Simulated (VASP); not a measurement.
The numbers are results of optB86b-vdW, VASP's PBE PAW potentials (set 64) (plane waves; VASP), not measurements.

VASP ran on this input.

KPOINTS:
```
kpoints
0
gamma
  16 16 16
```

### INCAR
```
SYSTEM = Ni
PREC = Accurate
ENCUT = 520
EDIFF = 1E-6
NELM = 100
ALGO = Normal
LREAL = .FALSE.
LASPH = .TRUE.
ISMEAR = 1
SIGMA = 0.1
GGA = MK
PARAM1 = 0.1234
PARAM2 = 1.0
LUSE_VDW = .TRUE.
AGGAC = 0.0
LMAXMIX = 4
ISPIN = 2
MAGMOM = 0.8
LORBIT = 10
LWAVE = .FALSE.
LCHARG = .FALSE.
IBRION = 2
ISIF = 3
NSW = 60
EDIFFG = -0.01
```

### POSCAR
```
Ni
1
    0.0000000000     1.7600000000     1.7600000000
    1.7600000000     0.0000000000     1.7600000000
    1.7600000000     1.7600000000     0.0000000000
Ni
1
Direct
  0.0000000000   0.0000000000   0.0000000000
```

POTCAR, in this order: Ni (PBE.64 set). Program: vasp_std.

Output

### OSZICAR
```
       N       E                     dE             d eps       ncg     rms          rms(c)
DAV:   1     0.246379749629E+02    0.24638E+02   -0.48650E+03  5420   0.143E+03
DAV:   2    -0.346645938806E+01   -0.28104E+02   -0.26947E+02  5277   0.163E+02
DAV:   3    -0.389903650996E+01   -0.43258E+00   -0.43185E+00  6058   0.266E+01
DAV:   4    -0.390307143501E+01   -0.40349E-02   -0.40342E-02  6010   0.225E+00
DAV:   5    -0.390318224488E+01   -0.11081E-03   -0.11081E-03  5969   0.327E-01    0.983E+00
DAV:   6    -0.324440671737E+01    0.65878E+00   -0.16871E+01  5458   0.671E+01    0.597E+00
DAV:   7    -0.290725124604E+01    0.33716E+00   -0.29195E+00  5504   0.261E+01    0.182E+00
DAV:   8    -0.289212810674E+01    0.15123E-01   -0.17395E-02  7464   0.154E+00    0.913E-01
DAV:   9    -0.288965023934E+01    0.24779E-02   -0.16529E-03  7643   0.405E-01    0.250E-01
DAV:  10    -0.288902943133E+01    0.62081E-03   -0.69189E-04  7401   0.238E-01    0.289E-02
DAV:  11    -0.288902788543E+01    0.15459E-05   -0.23327E-05  6592   0.508E-02    0.304E-02
DAV:  12    -0.288902876124E+01   -0.87581E-06   -0.69483E-07  3086   0.113E-02
   1 F= -.28890288E+01 E0= -.28891322E+01  d E =-.288903E+01  mag=     0.5873
       N       E                     dE             d eps       ncg     rms          rms(c)
DAV:   1    -0.346179966983E+01   -0.57277E+00   -0.92322E+00  5442   0.509E+01    0.643E+00
DAV:   2    -0.305775158226E+01    0.40405E+00   -0.81267E+00  5448   0.461E+01    0.321E+00
DAV:   3    -0.290234303675E+01    0.15541E+00   -0.12018E+00  5410   0.175E+01    0.980E-01
DAV:   4    -0.289127107889E+01    0.11072E-01   -0.76055E-03  6067   0.746E-01    0.526E-01
DAV:   5    -0.288890925429E+01    0.23618E-02   -0.32768E-03  6969   0.448E-01    0.171E-01
DAV:   6    -0.288896097420E+01   -0.51720E-04   -0.23370E-04  6401   0.151E-01    0.681E-02
DAV:   7    -0.288895486676E+01    0.61074E-05   -0.20508E-05  5986   0.679E-02    0.165E-02
DAV:   8    -0.288895341513E+01    0.14516E-05   -0.66828E-07  3071   0.951E-03    0.331E-03
DAV:   9    -0.288895315071E+01    0.26442E-06   -0.82906E-08  2660   0.307E-03
   2 F= -.28889532E+01 E0= -.28889996E+01  d E =0.756105E-04  mag=     0.5782
       N       E                     dE             d eps       ncg     rms          rms(c)
DAV:   1    -0.303917954539E+01   -0.15023E+00   -0.23541E+00  5423   0.269E+01    0.319E+00
DAV:   2    -0.294278918765E+01    0.96390E-01   -0.22184E+00  5466   0.223E+01    0.168E+00
DAV:   3    -0.289789034143E+01    0.44899E-01   -0.33652E-01  5418   0.945E+00    0.529E-01
DAV:   4    -0.289502263736E+01    0.28677E-02   -0.18768E-03  5701   0.406E-01    0.290E-01
DAV:   5    -0.289463432145E+01    0.38832E-03   -0.94750E-04  7056   0.239E-01    0.555E-02
DAV:   6    -0.289463810137E+01   -0.37799E-05   -0.65603E-06  5407   0.342E-02    0.352E-02
DAV:   7    -0.289464534760E+01   -0.72462E-05   -0.34679E-06  5420   0.328E-02    0.492E-03
DAV:   8    -0.289464561287E+01   -0.26526E-06   -0.10392E-07  2640   0.502E-03
   3 F= -.28946456E+01 E0= -.28947105E+01  d E =-.561685E-02  mag=     0.5829
```

### OUTCAR
```
------------------------ aborting loop because EDIFF is reached ----------------------------------------
  FORCE on cell =-STRESS in cart. coord.  units (eV):
  Direction    XX          YY          ZZ          XY          YZ          ZX
  --------------------------------------------------------------------------------------
  Total       -0.0025946     -0.0025946     -0.0025946      0.0000000      0.0000000      0.0000000
  in kB       -0.3922886     -0.3922886     -0.3922886      0.0000000      0.0000000      0.0000000
  external PRESSURE =      -0.3922886 kB  Pullay stress =       0.0000000 kB
  volume of cell :       10.60
      direct lattice vectors                 reciprocal lattice vectors
    -0.000000000  1.743349350  1.743349350    -0.286804248  0.286804248  0.286804248
     1.743349350  0.000000000  1.743349350     0.286804248 -0.286804248  0.286804248
     1.743349350  1.743349350 -0.000000000     0.286804248  0.286804248 -0.286804248
 POSITION                                       TOTAL-FORCE (eV/Angst)
 -----------------------------------------------------------------------------------
      0.00000      0.00000      0.00000         0.000000      0.000000      0.000000
 -----------------------------------------------------------------------------------
    total drift:                               -0.000000     -0.000000     -0.000000
  FREE ENERGIE OF THE ION-ELECTRON SYSTEM (eV)
  ---------------------------------------------------
  free  energy   TOTEN  =        -2.8946456129 eV

  energy  without entropy=       -2.8948403161  energy(sigma->0) =       -2.89471051

 total charge

# of ion       s       p       d       tot
------------------------------------------
    1        0.509   0.518   8.343   9.371

 magnetization (x)

# of ion       s       p       d       tot
------------------------------------------
    1       -0.007  -0.023   0.619   0.589

 reached required accuracy - stopping structural energy minimisation
```
(Selected blocks of OUTCAR.)

**CONTCAR**
```
Ni
   1.00000000000000
    -0.0000000000000000    1.7433493496875185    1.7433493496875185
     1.7433493496875185    0.0000000000000000    1.7433493496875185
     1.7433493496875185    1.7433493496875185   -0.0000000000000000
  Ni
     1
Direct
     0.0000000000000000    0.0000000000000000    0.0000000000000000
```

Energy and stress use the plane-wave basis of the starting cell.

The compound is Ni in the fcc structure. This run relaxes it. Symmetry was kept, so distortions that lower it aren't found.
